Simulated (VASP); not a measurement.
Here is the system:

```
CELL_PARAMETERS angstrom
      2.84179     0.00000     0.00000
      0.00000     2.84179     0.00000
      0.00000     0.00000     2.84179
ATOMIC_POSITIONS crystal
  Ga 0.50000 0.50000 0.50000
  Co 0.00000 0.00000 0.00000
```

All values below come from r2SCAN meta-GGA, VASP's PBE PAW potentials (set 64) (plane waves; VASP). Numerical set-up: 480 eV cut-off, 12×12×12 Γ-centred mesh, first-order Methfessel-Paxton smearing of 0.10 eV, potentials Ga_d Co.

Energy and stress use the plane-wave basis of the starting cell.

**Question.** The ions, cell shape and volume at an external pressure of 10.0 GPa are relaxed. Which structure does the run end with?

**Answer.** 
```
CELL_PARAMETERS angstrom
      2.80270     0.00000     0.00000
      0.00000     2.80270     0.00000
      0.00000     0.00000     2.80270
ATOMIC_POSITIONS crystal
  Ga 0.50000 0.50000 0.50000
  Co 0.00000 0.00000 0.00000
```
Space group Pm-3m (221), at a tolerance of 0.03 Å.

**Question.** How do energy and volume change from the first to the last step?

**Answer.** The energy (σ→0) changes by +14.5 meV/atom and the volume by -4.1 %, in 3 ionic steps.

```csv
step,E(σ→0) (eV),max force (eV/Å),pressure (GPa),volume (Å³)
1,-25.0467,0.000,0.52,22.95
2,-24.8800,0.000,26.26,20.77
3,-25.0177,0.000,9.89,22.02
```

The compound is CoGa in the CsCl type structure. This run relaxes it under an external pressure of 10 GPa. Symmetry was kept, so distortions that lower it aren't found. The run is not spin-polarised, so no magnetic state was tried.
